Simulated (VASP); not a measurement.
VASP runs on Zr (space group P6_3/mmc) share one base input (PBE GGA, plane waves, VASP's PBE PAW potentials (set 64)) and change the settings named in each case.

### KPOINTS
```
Automatic
0
Gamma
11 11 3
0 0 0
```

File POSCAR:
```
Zr
3.2239290
  1.0000000000   0.0000000000   0.0000000000
 -0.5000001551   0.8660255856   0.0000000000
  0.0000000000   0.0000000000   3.2175072714
Zr
4
Cartesian
  0.0000000000   0.0000000000   0.0000000000
  0.0000000000   0.0000000000   1.6087536357
 -0.0000006034   0.5773506790   0.8043768179
  0.5000004483   0.2886749065   2.4131304536
```

### INCAR
```
SYSTEM = Zr
PREC = Accurate; ENCUT = 300; LREAL = .FALSE.
LASPH = .TRUE.
EDIFF = 1E-6; NELM = 100; ALGO = Normal
LMAXMIX = 4
ISMEAR = 0; SIGMA = 0.1
GGA = PE
ISIF = 2
LWAVE = .FALSE.; LCHARG = .FALSE.
```

POTCAR, in this order: Zr_sv (PBE.64 set). Program: vasp_std.

```
change                                                                                                                                      E(σ→0) (eV/atom)  pressure (GPa)  −TS (eV)
------------------------------------------------------------------------------------------------------------------------------------------  ----------------  --------------  --------
base run                                                                                                                                             -8.4644           -0.38   -0.0372
GGA removed, POTCAR Zr_sv (LDA.64 set)                                                                                                               -9.2093               ?         ?
GGA_COMPAT = .FALSE., LNONCOLLINEAR = .TRUE., LSORBIT = .TRUE., MAGMOM = 0.0 0.0 0.0 0.0 0.0 0.0 0.0 0.0 0.0 0.0 0.0 0.0, program vasp_ncl           -8.5351           -0.42   -0.0372
KPOINTS 6×6×2 Γ-centred mesh                                                                                                                         -8.4742           -0.52   -0.0261
```

Q: Fill in the missing entries.

A: 
- GGA removed, POTCAR Zr_sv (LDA.64 set), pressure (GPa): -6.89
- GGA removed, POTCAR Zr_sv (LDA.64 set), −TS (eV): -0.0379

Energies of different potentials or functionals have different zeros.  At 300 eV the pressure can carry a Pulay error.

Left out are runs that ran out of time, are held back, or changed the cell or the kind of run, fixed moments of cells without a moment, rows past the twelfth, gaps on odd meshes, pressures of charged cells and columns that move by less than the noise.

The structure was generated: Zr was put into an ordered model structure, which need not be its known phase. The cell was not relaxed at this level, its lattice was scaled by up to 2.5 %.
